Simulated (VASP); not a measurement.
Data:

```
CELL_PARAMETERS angstrom
      1.21411    -2.10289     0.00000
      1.21411     2.10289     0.00000
      0.00000     0.00000     6.83019
ATOMIC_POSITIONS crystal
  C  0.00000 0.00000 0.25000
  C  0.00000 0.00000 0.75000
  C  0.33333 0.66667 0.25000
  C  0.66667 0.33333 0.75000
```

Method: SCAN meta-GGA, VASP's PBE PAW potentials (set 64) (plane waves; VASP 6.6.1). Numerical set-up: 520 eV cut-off, 10×10×4 Γ-centred mesh, Gaussian smearing of 0.050 eV, potentials C.

Q: The ions and cell shape at fixed volume are relaxed. Which structure does the run end with?

A: 
```
CELL_PARAMETERS angstrom
      1.22535    -2.12238     0.00000
      1.22535     2.12238     0.00000
      0.00000     0.00000     6.70536
ATOMIC_POSITIONS crystal
  C  0.00000 0.00000 0.25000
  C  0.00000 0.00000 0.75000
  C  0.33333 0.66667 0.25000
  C  0.66667 0.33333 0.75000
```
Space group P6_3/mmc (194), at a tolerance of 0.03 Å.

Q: How much energy does the relaxation gain?

A: The energy (σ→0) changes by -6.5 meV/atom, in 3 ionic steps.

The compound is C in the graphite structure. This cell is one point of a volume scan, at 0.97 of the reference volume. Symmetry was kept, so distortions that lower it aren't found.
